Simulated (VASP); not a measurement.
# CsTaS2 (P-6m2) in VASP: further runs, part 2 of 2

VASP 6.6.1. Earlier steps stand in the parts before.

## 4. Relaxation of cell and atoms, revPBE

The input, INCAR:

```
SYSTEM = CsTaS2
  ALGO = Fast
  EDIFF = 1E-6
  EDIFFG = -0.02
  ENCUT = 600
  GGA = RE
  IBRION = 2
  ISIF = 3
  ISMEAR = -1
  LASPH = .TRUE.
  LCHARG = .FALSE.
  LREAL = .FALSE.
  LWAVE = .FALSE.
  NELM = 80
  NSW = 60
  PREC = Accurate
  SIGMA = 0.05
```

The input, KPOINTS:

```
k-points
0
G
  7 7 3
  0 0 0
```

The input, POSCAR:

```
CsTaS2
1.0
    3.5423800000      0.0000000000      0.0000000000
   -1.7711900000      3.0677900000      0.0000000000
    0.0000000000      0.0000000000      8.2684800000
Cs Ta S
1 1 2
Direct
    0.0000000000      0.0000000000      0.5000000000
    0.3333300000      0.6666700000      0.0000000000
    0.6666700000      0.3333300000      0.1817700000
    0.6666700000      0.3333300000      0.8182300000
```

Potentials or basis: VASP PAW PBE potentials, release 64 (Cs_sv, Ta_pv, S).

The run is started by

```bash
cat potpaw_PBE.64/Cs_sv/POTCAR potpaw_PBE.64/Ta_pv/POTCAR potpaw_PBE.64/S/POTCAR > POTCAR
mpirun -np 1 vasp_std > vasp.out
```

OUTCAR:

```text
SYSTEM = CsTaS2
   EDIFF = 1E-6
   EDIFFG = -0.02
   ENCUT = 600
   GGA = RE
   IBRION = 2
   ISIF = 3
   ISMEAR = -1
   LASPH = .TRUE.
   LREAL = .FALSE.
   NELM = 80
   NSW = 60
   PREC = Accurate

 ion  position               nearest neighbor table
   1  0.000  0.000  0.500-
   2  0.333  0.667  0.000-   3 2.54   4 2.54   3 2.54   4 2.54   3 2.54   4 2.54
   3  0.667  0.333  0.182-   2 2.54   2 2.54   2 2.54
   4  0.667  0.333  0.818-   2 2.54   2 2.54   2 2.54

  LATTYP: Found a hexagonal cell.
 ALAT       =     3.5423800000
 C/A-ratio  =     2.3341595199

  Lattice vectors:

 A1 = (   3.5423800000,   0.0000000000,   0.0000000000)
 A2 = (  -1.7711900000,   3.0677900000,   0.0000000000)
 A3 = (   0.0000000000,   0.0000000000,   8.2684800000)

Analysis of symmetry for initial positions (statically):
=====================================================================
 Subroutine PRICEL returns:
 Original cell was already a primitive cell.

 Routine SETGRP: Setting up the symmetry group for a
 hexagonal supercell.

 Subroutine GETGRP returns: Found  4 space group operations
[... 172 lines left out ...]

------------------------ aborting loop because EDIFF is reached ----------------------------------------

  FORCE on cell =-STRESS in cart. coord.  units (eV):
  Direction    XX          YY          ZZ          XY          YZ          ZX
  --------------------------------------------------------------------------------------
  -------------------------------------------------------------------------------------
  Total        1.0517642      1.0519103      1.0983117      0.0001272      0.0000000      0.0000000
  in kB       18.7535071     18.7561132     19.5834745      0.0022683      0.0000000      0.0000000
  external PRESSURE =      19.0310316 kB  Pullay stress =       0.0000000 kB
[... 215 lines left out ...]
--------------------------------------- Ionic step        7  -------------------------------------------

 number of electron      31.9999997 magnetization

 Free energy of the ion-electron system (eV)
  ---------------------------------------------------
  ext. energy  EPLUGINS =         0.00000000
  ---------------------------------------------------
  free energy    TOTEN  =       -23.55990266 eV

  energy without entropy =      -23.55869449  energy(sigma->0) =      -23.55929858

 E-fermi :   6.4144     XC(G=0): -10.0914

 val. band max:        6.3061424796   @ k =   0.0000   0.0000   0.3333
 cond. band min:       6.6249241710   @ k =  -0.4286   0.4286   0.3333
 fundamental gap:      0.3187816914
 Fermi energy:         6.4144450976

 k-point     1 :       0.0000    0.0000    0.0000
  band No.  band energies     occupation
      1     -29.3396      2.00000
      2     -29.3022      2.00000
      3     -29.3022      2.00000
      4     -18.2020      2.00000
      5      -8.8001      2.00000
      6      -7.7909      2.00000
[... 541 lines left out ...]
     19       8.0134      0.00000
     20       8.3987      0.00000

 [... further k-points ...]
[... 5 lines left out ...]
  --------------------------------------------------------------------------------------
  -------------------------------------------------------------------------------------
  Total       -0.0359176     -0.0359196      0.0365389     -0.0000017      0.0000000      0.0000000
  in kB       -0.6234244     -0.6234590      0.6342097     -0.0000304      0.0000000      0.0000000
  external PRESSURE =      -0.2042246 kB  Pullay stress =       0.0000000 kB
[... 19 lines left out ...]
  FREE ENERGIE OF THE ION-ELECTRON SYSTEM (eV)
  ---------------------------------------------------
  free  energy   TOTEN  =       -23.5599026639 eV

  energy  without entropy=      -23.5586944887  energy(sigma->0) =      -23.55929858

 reached required accuracy - stopping structural energy minimisation
```

Wall time 9.5 min (1 thread of Intel Xeon Platinum 8175M at 2.50GHz (Skylake/Cascade Lake), shared host); peak memory 0.28 GiB.

What came out:

```yaml
Free_energy: -23.5599 eV
Relaxed_volume: 23.08 Å³/atom
Relaxed_cell: a = 3.573 Å, b = 3.573 Å, c = 8.347 Å, α = 90.00°, β = 90.00°, γ = 120.00°
Space_group_after_relaxing_to_0.05_Å: P-6m2 (No. 187)
Energy_gained_by_relaxing: 3.5 meV/atom
Ionic_steps: 7
Pressure_after_relaxing: 0.0 GPa
Largest_force_after_relaxing: 0.012 eV/Å
Band_gap_on_the_k_mesh: 0.32 eV, indirect (least direct gap 0.78 eV)
```

Forces on the atoms (eV/Å):
```
Cs   0.000  0.000  0.000
Ta   0.000  0.000  0.000
S    0.000  0.000 -0.012
S    0.000  0.000  0.012
```

Step by step:
```
step  energy change (eV)  largest force (eV/Å)  pressure (GPa)  volume (Å³)
   1              0.0000                0.0140            1.90        89.86
   2             -0.0042                0.3296           -1.37        93.37
   3             -0.0112                0.1789           -0.02        91.79
   4             -0.0112                0.1771            0.05        91.75
   5             -0.0133                0.0727            0.05        92.02
   6             -0.0136                0.0115            0.04        92.18
   7             -0.0139                0.0121           -0.02        92.31
```

Final structure:
```xyz
4
Lattice="3.5735 0.0000 0.0000 -1.7867 3.0947 0.0000 0.0000 0.0000 8.3469" Properties=species:S:1:pos:R:3 pbc="T T T"
Cs   -1.7867    3.0947    4.1734
Ta    0.0000    2.0631    0.0000
S     1.7867    1.0316    1.5035
S     1.7867    1.0316    6.8433
```

Caveat: the PAW data sets were made with another functional, which shifts forces and pressure a little; spin-orbit coupling is left out, which moves the levels of the heavy elements; an odd mesh through Γ misses points on the zone boundary, where band edges often lie. revPBE gaps usually lie below the measured ones, often by a third to a half.

## 5. Relaxation of cell and atoms, BLYP

Edit INCAR of step 4 so:

```diff
@@ -1,2 +1,6 @@
 SYSTEM = CsTaS2
+  AGGAC = 1.0
+  AGGAX = 1.0
+  ALDAC = 0.0
+  ALDAX = 1.0
   ALGO = Fast
@@ -5,3 +9,3 @@
   ENCUT = 600
-  GGA = RE
+  GGA = B5
   IBRION = 2
```

KPOINTS is that of step 4.

POSCAR is that of step 4.

The run is started by

```bash
cat potpaw_PBE.64/Cs_sv/POTCAR potpaw_PBE.64/Ta_pv/POTCAR potpaw_PBE.64/S/POTCAR > POTCAR
mpirun -np 1 vasp_std > vasp.out
```

Wall time 14 min (1 thread of Intel Xeon Platinum 8175M at 2.50GHz (Skylake/Cascade Lake), shared host); peak memory 0.29 GiB.

It converged, with:

```yaml
Free_energy: -22.0479 eV
Relaxed_volume: 24.07 Å³/atom
Relaxed_cell: a = 3.630 Å, b = 3.630 Å, c = 8.438 Å, α = 90.00°, β = 90.00°, γ = 120.00°
Space_group_after_relaxing_to_0.05_Å: P-6m2 (No. 187)
Energy_gained_by_relaxing: 25.5 meV/atom
Ionic_steps: 7
Pressure_after_relaxing: 0.1 GPa
Band_gap_on_the_k_mesh: 0.35 eV, indirect (least direct gap 0.66 eV)
```

Forces in eV/Å, atoms in the order of the input:
```
Cs   0.000  0.000  0.000
Ta   0.000  0.000  0.000
S    0.000  0.000 -0.003
S    0.000  0.000  0.003
```

Step by step:
```
step  energy change (eV)  largest force (eV/Å)  pressure (GPa)  volume (Å³)
   1              0.0000                0.2402            5.56        89.86
   2             -0.0284                0.7593           -3.56       100.38
   3             -0.0913                0.3452            0.07        95.36
   4             -0.0999                0.1355            0.02        95.96
   5             -0.1006                0.0600            0.01        96.17
   6             -0.1015                0.0302            0.04        96.23
   7             -0.1018                0.0027            0.07        96.28
```

Final structure:
```
CELL_PARAMETERS angstrom
3.62982 0.00000 0.00000
-1.81491 3.14352 0.00000
0.00000 0.00000 8.43793
ATOMIC_POSITIONS crystal
Cs 0.00000 0.00000 0.50000
Ta 0.33333 0.66667 0.00000
S 0.66667 0.33333 0.17932
S 0.66667 0.33333 0.82068
```

Levels at points of the mesh, in eV from the valence-band top:
```csv
k point,band 14,band 15,band 16,band 17,band 18,band 19
"(0.00, 0.00, 0.00)",-3.07,-2.36,-0.37,0.76,1.34,1.36
```

Caveat: the PAW data sets were made with another functional, which shifts forces and pressure a little; spin-orbit coupling is left out, which moves the levels of the heavy elements; an odd mesh through Γ misses points on the zone boundary, where band edges often lie.

## 6. The runs side by side

| level | gap on the mesh (eV) | pressure (GPa) | relaxed volume (Å³/atom) | largest force (eV/Å) |
| --- | --- | --- | --- | --- |
| PBEsol | 0.22 | 0.0 | 21.50 | 0.02 |
| RPBE | 0.32 | 0.1 | 23.26 | - |
| revPBE | 0.32 | 0.0 | 23.08 | 0.01 |
| BLYP | 0.35 | 0.1 | 24.07 | - |

Alike in all rows: task relaxation of cell and atoms; potentials or basis VASP PAW PBE potentials, release 64 (Cs_sv, Ta_pv, S); no spin polarisation; cell relaxed; k mesh 7 × 7 × 3; cutoff (eV) 600; smearing fermi-dirac 0.05 eV.

Caveats: the PAW data sets were made with another functional, which shifts forces and pressure a little; spin-orbit coupling is left out, which moves the levels of the heavy elements; an odd mesh through Γ misses points on the zone boundary, where band edges often lie.

Total energies depend on the potentials used, so only differences within one code and one set of settings carry meaning.
